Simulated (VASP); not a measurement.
Given:

```xyz
2
Lattice="0.0000 2.5800 2.5800 2.5800 0.0000 2.5800 2.5800 2.5800 0.0000" Properties=species:S:1:pos:R:3 pbc="T T T"
Sr     0.0000     0.0000     0.0000
O      2.5800     2.5800     2.5800
```

Computed with PBE GGA, VASP's PBE PAW potentials (set 64) (plane waves; VASP). Run with 520 eV cut-off, 4×4×4 Γ-centred mesh, Gaussian smearing of 0.050 eV, potentials Sr_sv O.

Question: Give the stress tensor in GPa (positive for a compressed cell).

Answer: 
```
2.38  0.00  0.00
0.00  2.38  0.00
0.00  0.00  2.38
```
The pressure is its mean diagonal, 2.38 GPa.

The compound is SrO in the rock salt structure. The cell was not relaxed at this level. The k-mesh is coarse (spacing up to 0.53 per Å, 2π included), so the numbers may not be converged in it. The run is one of a series of settings (KPOINTS 4×4×4 Γ-centred mesh against the base run), some of them coarse on purpose.
